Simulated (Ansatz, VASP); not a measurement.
# AlSn3P: VASP beside Ansatz, part 2 of 2

One calculation is typed for both programs; each brings its own data sets. How far apart do they land? The two relaxations start from unlike cells of this crystal (the structure described is Ansatz's start), so only their ends are compared.

VASP 6.6.1 and Ansatz 0.2.0.

So far: The structure; VASP: relaxation of cell and atoms, RPBE.

The structure was built from a prototype and need not be the compound's stable phase.

**3. Ansatz: relaxation of cell and atoms, RPBE**

Level of this step: Ansatz beside VASP: Kohn-Sham DFT, plane waves, RPBE (Ansatz).

Ansatz runs on its default PAW (the set named soft_2) files.

Its own start cell and the same functional, mesh and smearing now go to Ansatz, which takes its cutoff from its data sets.

File input.yaml:

```yaml
crystal:
  lattice:
    - [3.96813462, 0.0, 0.0]
    - [0.0, 3.96813462, 0.0]
    - [0.0, 0.0, 3.96813462]
  atoms:
    - { symbol: Sn, position: [0.0, 0.5, 0.5] }
    - { symbol: Sn, position: [0.5, 0.5, 0.0] }
    - { symbol: Sn, position: [0.5, 0.0, 0.5] }
    - { symbol: P, position: [0.5, 0.5, 0.5] }
    - { symbol: Al, position: [0.0, 0.0, 0.0] }
kpoints:
  mp_grid: { grid: [6, 6, 6] }
scf:
  occupations: { method: fermi_dirac, width: 0.05 }
hamiltonian:
  xc: rpbe
output:
  forces: true
  stress: true
relax:
  f_tol: 0.02
  max_steps: 50
  cell: {}
```

Run with:

```bash
$ ansatz run input.yaml --threads 1 --pin off --max-ram 4096MiB --backend cpu --events-out ev --progress --plain --runs-dir out
```

Numbers of over 12 decimals in the logs are rounded to 6 here.

The program printed:

```text
Engine: ansatz 0.2.0, aarch64-unknown-linux-gnu
Pseudopotentials: kind: paw
Pseudopotential: Sn, paw, valence charge 14, recommended cutoff 420 eV (normal), Sn.paw.azcp
Pseudopotential: P, paw, valence charge 5, recommended cutoff 420 eV (normal), P.paw.azcp
Pseudopotential: Al, paw, valence charge 3, recommended cutoff 420 eV (normal), Al.paw.azcp
Functional definition: RPBE
  parameter kappa = 0.804
  parameter beta = 0.066725
  exchange = rpbe_x(kappa = kappa, mu = beta*pi^2/3)
  correlation = pbe_c(beta = beta)
Crystal: 5 atoms, lattice volume = 62.483 Å³
Basis set: ecut = 420 eV, 1213 PW (Γ), exchange–correlation on 54×54×54 points (8 copies of the dense FFT grid, shifted against one another)
Bands: 30, of which v1, the nominal top of the filled ones, is band 25 counted from 1 (24 counted from 0)
Symmetry: 48 space group operations
Space group: Pm-3m (ITA 221), of the structure as read, at distance tolerance 4.0e-5 Å
k-points: 20 of 216
Non-local potential: Sn, projectors of the file, l = 0: 2, l = 1: 2, l = 2: 2, l = 3: 2
Non-local potential: P, projectors of the file, l = 0: 2, l = 1: 2, l = 2: 2
Non-local potential: Al, projectors of the file, l = 0: 2, l = 1: 2, l = 2: 1
PAW form: soft (Blöchl's): semilocal exchange-correlation on the pseudo side does not see the compensation charge
PAW frozen core: Sn, regenerated for the run's functional, and the local potential with it (the file was generated under x = pbe(κ = 0.804, μ = 0.219515), c = pbe(β = 0.066725))
PAW frozen core: P, regenerated for the run's functional, and the local potential with it (the file was generated under x = pbe(κ = 0.804, μ = 0.219515), c = pbe(β = 0.066725))
PAW frozen core: Al, regenerated for the run's functional, and the local potential with it (the file was generated under x = pbe(κ = 0.804, μ = 0.219515), c = pbe(β = 0.066725))
PAW one-centre angular grid: Sn, 590 points (default); XC on 64 Gauss nodes
PAW one-centre angular grid: P, 110 points (default); XC on 64 Gauss nodes
PAW one-centre angular grid: Al, 110 points (default); XC on 64 Gauss nodes
Initial density: superposition of atomic densities (neutral atoms: chi_scale 0, normalization atom), corrected by the library's trained network
Initial wavefunctions: pseudopotential atomic-orbital guess
Functional: x = rpbe, c = pbe(β = 0.066725)
SCF iter   1: F=—  HF=-19368.048946 eV  |F-HF|=—  |Δ(HF+E_count)|=         —  Δρ=1.13e-2  dr2=6.68e-2  ethr=1.77e-3  ⟨swp⟩=16.2  Hψ=4873  notcnv=0
preconditioner: auto → Resta (q_TF=auto, 2.629 Å⁻¹)  ε∞=3.9  [insulator: Δε(μ)=0.139 eV  Ē_g=19.650 eV  σ=0.050 eV  W_gap=0.59  n_scr=18 (ndim 8)  ℏωp=33.2 eV  f_vac=0.000  D(μ)=2.05/eV (n_scr^D=18)  ε∞_Penn≈3.9]
SCF iter   2: F=—  HF=-19368.031882 eV  |F-HF|=—  |Δ(HF+E_count)|=   1.71e-2  Δρ=5.63e-3  dr2=1.22e-2  ethr=1.34e-4  ⟨swp⟩=3.9  Hψ=1159  notcnv=0  defer=6
preconditioner: auto → Kerker (q_TF=auto, 2.629 Å⁻¹)  [metal: Δε(μ)=0.085 eV  Ē_g=19.717 eV  σ=0.050 eV  W_gap=0.40  n_scr=18 (ndim 8)  ℏωp=33.2 eV  f_vac=0.000  D(μ)=2.23/eV (n_scr^D=18)]
SCF iter   3: F=—  HF=-19368.027105 eV  |F-HF|=—  |Δ(HF+E_count)|=   4.78e-3  Δρ=1.38e-3  dr2=9.35e-4  ethr=2.43e-5  ⟨swp⟩=3.0  Hψ=1110  notcnv=0  defer=6
SCF iter   4: F=—  HF=-19368.026814 eV  |F-HF|=—  |Δ(HF+E_count)|=   2.90e-4  Δρ=2.77e-4  dr2=4.45e-5  ethr=1.87e-6  ⟨swp⟩=2.8  Hψ=1193  notcnv=0  defer=6
SCF iter   5: F=—  HF=-19368.026148 eV  |F-HF|=—  |Δ(HF+E_count)|=   6.66e-4  Δρ=8.42e-5  dr2=4.56e-6  ethr=8.90e-8  ⟨swp⟩=2.6  Hψ=1173  notcnv=0  defer=6
SCF iter   6: F=—  HF=-19368.026147 eV  |F-HF|=—  |Δ(HF+E_count)|=   1.07e-6  Δρ=1.42e-5  dr2=1.13e-7  ethr=9.12e-9  ⟨swp⟩=3.6  Hψ=1188  notcnv=0  defer=6
SCF iter   7: F=-19368.026147 eV  HF=-19368.026147 eV  |F-HF|=1.46e-9  |Δ(HF+E_count)|=   2.67e-8  Δρ=2.52e-6  dr2=3.36e-9  ethr=2.00e-10  ⟨swp⟩=6.5  Hψ=2398  notcnv=0
SCF 1 converged in 7 iterations: F = -19368.026147 eV  dr2 = 3.36e-9
  greatest PAW one-centre occupation: 0.992 electrons in one spin orbital (limit 2), on the Sn atom at site 0 (counted from 0), in its partial waves of l = 2
relax step   1: F+E_penalty+E_count = -19368.02614697 eV  Δ(F+E_penalty+E_count) = +0.000e0 eV  max|allowed force component| = 2.586e-29 eV/Å  Δτ_max = 0.0000 Å  P = +227.932 GPa  Ω = 62.483 Å³  (7 SCF iters, dr2 threshold 1.00e-7 eV, accepted)
[...]
relax step  10: F+E_penalty+E_count = -19394.95641393 eV  Δ(F+E_penalty+E_count) = -3.588e-1 eV  max|allowed force component| = 2.169e-29 eV/Å  Δτ_max = 0.0000 Å  P = +4.622 GPa  Ω = 132.874 Å³  energy of the carried Pulay correction = -3.172e-3 eV  (6 SCF iters, dr2 threshold 5.00e-7 eV, accepted)
[...]
relax step  11: F+E_penalty+E_count = -19395.12054125 eV  Δ(F+E_penalty+E_count) = -1.641e-1 eV  max|allowed force component| = 9.301e-29 eV/Å  Δτ_max = 0.0000 Å  P = +0.926 GPa  Ω = 143.098 Å³  energy of the carried Pulay correction = -8.405e-3 eV  (6 SCF iters, dr2 threshold 5.00e-7 eV, accepted)
[...]
relax step  12: F+E_penalty+E_count = -19395.12799230 eV  Δ(F+E_penalty+E_count) = -7.451e-3 eV  max|allowed force component| = 8.092e-30 eV/Å  Δτ_max = 0.0000 Å  P = +0.137 GPa  Ω = 145.909 Å³  energy of the carried Pulay correction = -1.016e-2 eV  (5 SCF iters, dr2 threshold 5.00e-7 eV, accepted)
[...]
relax step  13: F+E_penalty+E_count = -19395.12787278 eV  Δ(F+E_penalty+E_count) = +1.195e-4 eV  max|allowed force component| = 5.267e-29 eV/Å  Δτ_max = 0.0000 Å  P = -0.003 GPa  Ω = 146.434 Å³  energy of the carried Pulay correction = -1.050e-2 eV  (4 SCF iters, dr2 threshold 4.72e-8 eV, accepted)
[...]
relax step  14: F+E_penalty+E_count = -19395.13521700 eV  Δ(F+E_penalty+E_count) = -7.344e-3 eV  max|allowed force component| = 8.877e-29 eV/Å  Δτ_max = 0.0000 Å  P = -0.046 GPa  Ω = 146.434 Å³  stress off target by 4.59e-2 GPa  SCF on the basis re-selected at this cell (its energy is not comparable with the rows above)  (6 SCF iters)
basis re-selected at this cell: Δ(F+E_penalty+E_count) = -7.344e-3 eV, ΔP = -0.043 GPa vs the last step (what re-selecting the basis moved, of the pressure what is left beyond the Pulay correction that the steps carried, after the strain that the cell walked since its last selection, with what the two solves' SCF thresholds leave and, on support functions, any second-order correction that the steps lacked; it is no m [...]
SCF converged after 6 iterations
Free energy (F): -19395.135217 eV
Harris-Foulkes:  -19395.135217 eV  (|F-HF|=1.82e-11)
Internal energy: -19395.113157 eV  (E = F + TS)
E sigma→0 (E₀):  -19395.124187 eV
Entropy (-TS):   -0.022060 eV (-4.412 meV/atom)
Fermi energy:    7.232832 eV
--- Per-component energies (eV) ---
  E_band       = -378.383785
  E_kinetic    = 641.756658
  E_local      = -3730.794450  (includes V_loc(G=0)·N_el)
  E_nonlocal   = -55.985939
  E_hartree    = 2102.896641
  E_xc         = -1246.620401
  E_vxc        = -369.289937  (∫ρ·V_xc dr)
  E_paw        = -13471.567563  (= ΣΔE_a)
  E_vpaw       = -1069.863439  (= ΣTr[D̂ρ^β])
  E_aug_tail   = 0.000001  (compensation charges beyond the density's cutoff)
  E_ewald      = -3634.829125
  E_core_change = 0.031021  (= ΣΔE_core)
  E_smearing   = -0.022060  (= −TS)
  E_closure    = -0.000000  (closes the sum)
  Σ components = -19395.135217   (vs F -19395.135217, Δ=0.00e0)
--- Forces (eV/Å), atoms counted from 1 ---
  atom   1  Sn    -0.00000000     0.00000000     0.00000000
  atom   2  Sn    -0.00000000    -0.00000000    -0.00000000
  atom   3  Sn     0.00000000    -0.00000000     0.00000000
  atom   4  P      0.00000000     0.00000000    -0.00000000
  atom   5  Al     0.00000000     0.00000000     0.00000000
  max |Σ_I F_I| component: 1.03e-28 eV/Å
--- Stress (GPa, compression-positive) ---
       -0.045945      -0.000000      -0.000000
       -0.000000      -0.045945      -0.000000
       -0.000000      -0.000000      -0.045945
  P = ⅓ Tr σ = -0.0459 GPa (-0.459 kbar)
--- Relaxed structure (12 steps of the walk, 12 accepted, 2 SCFs on fresh bases) ---
  F+E_penalty+E_count = -19395.13521700 eV   max|allowed force component| = 8.877e-29 eV/Å   (the final SCF, on the basis selected at the relaxed cell)
  cell:  # Å, volume = 146.4343 Å³
    - [5.270854, 0, 0]
    - [0, 5.270854, 0]
    - [0, 0, 5.270854]
  atoms:
    - { symbol: Sn, position: [0, 0.500000, 0.500000] }
    - { symbol: Sn, position: [0.500000, 0.500000, 0] }
    - { symbol: Sn, position: [0.500000, 0, 0.500000] }
    - { symbol: P, position: [0.500000, 0.500000, 0.500000] }
    - { symbol: Al, position: [0, 0, 0] }
```

Reading the cycles: dr2 is the Hartree energy of the density residual (eV), the measure of convergence; HF is the Harris–Foulkes estimate of the energy, which meets the free energy F at convergence.

**4. Side by side**

Known differences besides the potentials themselves: the cutoff is 420 eV in Ansatz and 500 eV in VASP; Ansatz makes its cores anew for this functional, VASP keeps those of its PBE data sets; Ansatz adds a Pulay correction to the stress that steers its cell, VASP none. Total energies have different zeros and are not compared.

Compared:

```csv
quantity,Ansatz,VASP,difference
volume (Å³),146.43,145.98,+0.31 %
"edge a after relaxation, in the typed setting (Å)",5.271,5.265,+0.11 %
```

**5. Outcome**

```
difference in volume (relaxation of cell and atoms, RPBE) : 0.31 %
```

In words: The difference in volume is 0.31 % (relaxation of cell and atoms, RPBE), within the 1.2 % picked in this series as the mark of a large difference, as far as the stopping tolerances let one tell. Such differences can come from data sets, numerical settings and the points named under the comparisons, not from the functional's error against experiment.

[Lines on the potential files, build, host, timing and source positions are cut from VASP's logs without a mark.]

[Logs are printed without paths, hosts, clocks, repeated set-up lines and the standing remarks that a program may print on its own settings, such as how far it seeks lower states.]

[Hosts, paths, dates, database ids (printed as entryN), source tags and the programs' standing remarks are cut or masked in the printed files.]
